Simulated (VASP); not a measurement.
# The low-index faces of Sc, part 5 of 5

Aim: compare the low-index faces of Sc at one level of theory.

VASP 6.6.1; PBEsol; plane waves and PAW (Sc_sv).

So far. Step 5 (Vacuum level and density of states, 8 atoms, face …): The vacuum level lies 3.52 eV above the Fermi level at the upper face; both faces agree, as the slab has next to no dipole. Step 6 (Surface relaxation, 12 atoms, face Sc(10-10)): The run ended after 12 ionic steps, 0.097 eV below its first step, once the forces on the free atoms met EDIFFG = -0.03.

## Step 7: Vacuum level and density of states, 12 atoms, face Sc(10-10)

INCAR reads:

```
SYSTEM = Sc
PREC = Normal
ENCUT = 320
EDIFF = 1E-06
NELM = 120
ISMEAR = 1
SIGMA = 0.15
LREAL = .FALSE.
ALGO = Fast
GGA = PS
NBANDS = 81
LASPH = .TRUE.
LORBIT = 11
LWAVE = .FALSE.
LCHARG = .TRUE.
KPAR = 4
IDIPOL = 3
LDIPOL = .TRUE.
DIPOL = 0.5 0.5 0.5
LVHAR = .TRUE.
LVACPOTAV = .TRUE.
NEDOS = 1500
```

POSCAR reads:

```
Sc
1.0
    3.2792039134      0.0000000000      0.0000000000
    0.0000000000      5.0752326436      0.0000000000
    0.0000000000      0.0000000000     30.1459940970
Sc
12
Direct
    0.0000000000      0.0000000000      0.2501127530
    0.5000000000      0.0000000000      0.3402325912
    0.5000000000      0.5000000000      0.2834541938
    0.0000000000      0.0000000000      0.4370034107
    0.0000000000      0.5000000000      0.3735008987
    0.5000000000      0.0000000000      0.5313379714
    0.5000000000      0.5000000000      0.4686620286
    0.0000000000      0.0000000000      0.6264991013
    0.0000000000      0.5000000000      0.5629965893
    0.5000000000      0.0000000000      0.7165458062
    0.5000000000      0.5000000000      0.6597674088
    0.0000000000      0.5000000000      0.7498872470
```

KPOINTS reads:

```
Automatic mesh
0
Gamma
9 6 1
0 0 0
```

The projector-augmented-wave data sets are Sc_sv (PBE family, release 64).

Launch:

```sh
mpirun -np 4 vasp_std
```

Output:

```text
[... set-up lines as in an earlier step ...]
 entering main loop
       N       E                     dE             d eps       ncg     rms          rms(c)
DAV:   1     0.241231677641E+04    0.24123E+04   -0.50504E+04  4000   0.109E+03
DAV:   2     0.101887315136E+03   -0.23104E+04   -0.22832E+04  4368   0.685E+02
DAV:   3    -0.782273056778E+02   -0.18011E+03   -0.17312E+03  5408   0.263E+02
DAV:   4    -0.891899295780E+02   -0.10963E+02   -0.10487E+02  5304   0.543E+01
DAV:   5    -0.898301150839E+02   -0.64019E+00   -0.62455E+00  5408   0.116E+01    0.213E+01
RMM:   6    -0.128034684240E+03   -0.38205E+02   -0.16321E+02  4659   0.426E+01    0.190E+01
RMM:   7    -0.819318705982E+02    0.46103E+02   -0.16672E+01  3781   0.294E+01    0.109E+01
RMM:   8    -0.779652072980E+02    0.39667E+01   -0.17445E+01  4170   0.158E+01    0.678E+00
RMM:   9    -0.772955034687E+02    0.66970E+00   -0.43947E+00  4171   0.956E+00    0.501E+00
RMM:  10    -0.783067336002E+02   -0.10112E+01   -0.49367E+00  4834   0.733E+00    0.613E+00
RMM:  11    -0.768423149692E+02    0.14644E+01   -0.92231E-01  4511   0.423E+00    0.315E+00
RMM:  12    -0.765482078457E+02    0.29411E+00   -0.66871E-01  5043   0.189E+00    0.119E+00
RMM:  13    -0.765354501318E+02    0.12758E-01   -0.26327E-01  5206   0.145E+00    0.965E-01
RMM:  14    -0.765689374702E+02   -0.33487E-01   -0.12385E-01  4593   0.127E+00    0.124E+00
RMM:  15    -0.765288661100E+02    0.40071E-01   -0.59289E-02  4980   0.708E-01    0.172E-01
RMM:  16    -0.765335700476E+02   -0.47039E-02   -0.37991E-02  5382   0.360E-01    0.136E-01
RMM:  17    -0.765351059058E+02   -0.15359E-02   -0.13140E-02  4981   0.183E-01    0.979E-02
RMM:  18    -0.765363477453E+02   -0.12418E-02   -0.67993E-03  5157   0.116E-01    0.976E-02
RMM:  19    -0.765368519404E+02   -0.50420E-03   -0.39435E-03  4932   0.894E-02    0.326E-02
RMM:  20    -0.765371063173E+02   -0.25438E-03   -0.26783E-03  4736   0.647E-02    0.390E-02
RMM:  21    -0.765372091516E+02   -0.10283E-03   -0.10742E-03  3842   0.399E-02    0.214E-02
RMM:  22    -0.765373482680E+02   -0.13912E-03   -0.86626E-04  3871   0.371E-02    0.348E-02
RMM:  23    -0.765374301878E+02   -0.81920E-04   -0.46753E-04  3696   0.239E-02    0.194E-02
RMM:  24    -0.765375328815E+02   -0.10269E-03   -0.34432E-04  3739   0.209E-02    0.743E-03
RMM:  25    -0.765376015879E+02   -0.68706E-04   -0.18977E-04  3551   0.147E-02    0.640E-03
RMM:  26    -0.765376804626E+02   -0.78875E-04   -0.13368E-04  3359   0.101E-02    0.255E-03
RMM:  27    -0.765377205584E+02   -0.40096E-04   -0.85494E-05  3107   0.829E-03    0.131E-03
RMM:  28    -0.765377474946E+02   -0.26936E-04   -0.59245E-05  2882   0.691E-03    0.767E-04
RMM:  29    -0.765377580984E+02   -0.10604E-04   -0.40725E-05  2754   0.621E-03    0.120E-03
RMM:  30    -0.765377639489E+02   -0.58505E-05   -0.29400E-05  2685   0.489E-03    0.389E-04
RMM:  31    -0.765377665194E+02   -0.25706E-05   -0.20567E-05  2627   0.412E-03    0.362E-04
RMM:  32    -0.765377684004E+02   -0.18809E-05   -0.15436E-05  2534   0.347E-03    0.388E-04
RMM:  33    -0.765377695138E+02   -0.11134E-05   -0.10952E-05  2260   0.297E-03    0.259E-04
RMM:  34    -0.765377703432E+02   -0.82940E-06   -0.83492E-06  2139   0.251E-03
 [... a notice as in an earlier step ...]

   1 F= -.76537770E+02 E0= -.76539598E+02  d E =0.548178E-02
```

Wall time 3.3 min (4 MPI ranks of Intel Xeon Platinum 8259CL at 2.50GHz (Skylake/Cascade Lake), shared host); peak memory 1.5 GiB.

OUTCAR, selected parts (step 7):

```text
   NELECT =     132.0000    total number of electrons

 dipolmoment           0.000000      0.000000      0.000000 electrons x Angstroem

 E-fermi :   0.6860

 k-point     1 :       0.0000    0.0000    0.0000
  band No.  band energies     occupation
    ...
     62       0.2453      2.00026
     63       0.4213      2.03166
     64       0.4941      2.07007
     65       0.5347      2.05195
     66       0.7146      0.68307
     67       0.8659     -0.07072
     68       1.1225     -0.00031
     69       1.2700     -0.00000
     70       1.3729     -0.00000
     71       1.5679     -0.00000
    ...

  Total       -1.6402826     -3.1833781     -1.7459470      0.0000000      0.0000000      0.0000000
  in kB       -5.2381180    -10.1658763     -5.5755492      0.0000000      0.0000000      0.0000000
  external PRESSURE =      -6.9931812 kB  Pullay stress =       0.0000000 kB

 POSITION                                       TOTAL-FORCE (eV/Angst)
 -----------------------------------------------------------------------------------
      0.00000      0.00000      7.53990         0.000000      0.000000      0.019915
      1.63960      0.00000     10.25665         0.000000      0.000000      0.010848
      1.63960      2.53762      8.54501         0.000000      0.000000      0.010717
      0.00000      0.00000     13.17390         0.000000      0.000000      0.003983
      0.00000      2.53762     11.25956         0.000000      0.000000      0.027853
      1.63960      0.00000     16.01771         0.000000      0.000000     -0.010601
      1.63960      2.53762     14.12828         0.000000      0.000000      0.010601
      0.00000      0.00000     18.88644         0.000000      0.000000     -0.027853
      0.00000      2.53762     16.97209         0.000000      0.000000     -0.003983
      1.63960      0.00000     21.60099         0.000000      0.000000     -0.010717
      1.63960      2.53762     19.88934         0.000000      0.000000     -0.010848
      0.00000      2.53762     22.60610         0.000000      0.000000     -0.019915
 -----------------------------------------------------------------------------------
    total drift:                                0.000000      0.000000      0.000000

  FREE ENERGIE OF THE ION-ELECTRON SYSTEM (eV)
  ---------------------------------------------------
  free  energy   TOTEN  =       -76.5377703432 eV

  energy  without entropy=      -76.5432521212  energy(sigma->0) =      -76.53959760

 vacuum level on the upper side and lower side of the slab         4.285         4.285

[... 9 parts as in an earlier step ...]

[... 8 further parts left out ...]
```

This step gave:

- electronic cycles: 34
- Fermi energy: 0.686 eV
- dipole moment: 0, 0, 0 e·Å
- vacuum levels: 4.285, 4.285 eV
- work functions of the upper and lower face: 3.599, 3.599 eV

The planar average of the electrostatic potential oscillates, so the rows of the table below give means over windows of 2.85 Å about each position, cut where the curve ends. Its maxima inside the range that stand out by 2 % of the span (Å: eV): 9.4: -1.73, 12.2: -0.805, 15.1: -0.842, 18.0: -0.805, 20.8: -1.73. Its minima: 8.0: -6.45, 10.8: -6.22, 13.7: -6.56, 16.5: -6.56, 19.4: -6.22, 22.2: -6.45.

Zero at the Fermi level. The planar average of the electrostatic potential by height; means over each step:

height (Å), planar average of the electrostatic potential (eV) and a bar from the least value:
```
     1.43       3.60 ##############################
     4.28       3.51 ##############################
     7.13      -2.26 #######
     9.98      -4.04 
    12.83      -3.76 #
    15.68      -3.81 #
    18.53      -3.65 ##
    21.38      -4.12 
    24.23       1.60 ######################
    27.08       3.60 ##############################
    29.93       3.60 ##############################
```

Density of states in the PAW spheres, an atom over height of the layer and energy from the Fermi level.

Ten even steps from '_' (0.00 states/eV) to '@' (1.51 states/eV), each cell a mean:
```
##**==--++====++--==**##
@@##**############**##@@
************************
--====================--
------------------------
..::::::::::::::::::::..
........................
______..__....__..______
________________________
________________________
________________________
________________________
________________________
________________________
________________________
________________________
________________________
________________________
________________________
________________________
________________________
________________________
```
Columns: height of the layer (Å) from 7.5 to 22.6 (not evenly spaced); rows upwards: energy from the Fermi level (eV) from -7.9 to 0.5.

Valence density in the ca plane at fractional y = 0.000, with atoms of Sc within 0.2 Å of it. It is the smooth field of the valence electrons, not physical close to the nuclei.

Values in units of 1e0 e/Å³, 5 rows by 16 columns, each cell a mean:
```
0.2 4.0 1.2 0.1 0.2 0.1 0.7 4.3 0.4 0.2 0.2 0.1 0.0 0.0 0.0 0.0
0.1 0.3 0.2 0.3 3.1 0.5 0.1 0.4 0.2 1.4 2.4 0.1 0.0 0.0 0.0 0.0
0.1 0.1 0.1 0.7 6.9 1.0 0.1 0.1 0.2 3.0 5.4 0.1 0.0 0.0 0.0 0.0
0.1 0.8 0.3 0.2 1.5 0.3 0.2 0.9 0.2 0.7 1.2 0.1 0.0 0.0 0.0 0.0
0.3 5.7 1.6 0.1 0.1 0.1 1.0 6.1 0.5 0.1 0.1 0.1 0.0 0.0 0.0 0.0
```
Columns run along c (16.0 Å, from fractional 0.38 to 0.92 of the cell), rows up along a (3.3 Å). Atoms in or near the plane, at fractional coordinates: Sc at (0.44, 0.00), Sc at (0.53, 0.50), Sc at (0.63, 0.00), Sc at (0.72, 0.50).

The map of layer states is cut here 0.5 eV above the Fermi level, so it leaves out the states above that.

The vacuum level lies 3.60 eV above the Fermi level at the upper face; both faces agree, as the slab has next to no dipole.

The program found no field-free point at its default tolerance, but its printed level agrees with the flat part of the planar average.

On this mesh the fine structure of the density of states is sampling noise, and high empty states may be cut by the number of bands.

## Step 8: The faces side by side

This step: surfaces of a metal, PBEsol; plane waves and PAW (VASP 6.6.1).

This step runs nothing: it gathers the runs above.

Symmetric slabs, all atoms free. All faces:

```
     face  layers  area a surface atom (Å²)  work function (eV)  surface energy as cut (J/m²)  surface energy relaxed (J/m²)  change of the top spacing (%)
 Sc(0001)       8                     9.313               3.522                         1.403                          1.394                          -2.59
Sc(10-10)      12                     16.64               3.599                          1.36                          1.314                           6.18
```

Each surface energy is the slab's energy less its number of atoms times the bulk energy of -6.6057 eV, over twice the cell's area.

## Step 9: What came out

```
Sc(0001)  : 1.39 J/m², 3.52 eV
Sc(10-10) : 1.31 J/m², 3.60 eV
```

In words: The cheapest face is Sc(10-10) at 1.31 J/m², against 1.39 for Sc(0001). The work functions are 3.60 eV for Sc(10-10) and 3.52 eV for Sc(0001). The densest face does not have the highest work function here, against the usual rule. The densest face is not the cheapest here. The top spacing changes by -2.6 % on Sc(0001) and +6.2 % on Sc(10-10). Of the two ends of the prism face, the one with the short outer spacing was run. One thickness was run for each face, and bulk and slab meshes don't match, which leaves some hundredths of a J/m². The cells are 1 × 1 and can't reconstruct.

[Lines on the potential files, build, host, timing and source positions are cut from VASP's logs without a mark.]

[Logs are printed without paths, hosts, clocks, repeated set-up lines and the standing remarks that a program may print on its own settings, such as how far it seeks lower states.]

[Hosts, paths, dates, database ids (printed as entryN), source tags and the programs' standing remarks are cut or masked in the printed files.]

[Runs that stopped without an error message from VASP are left out.]
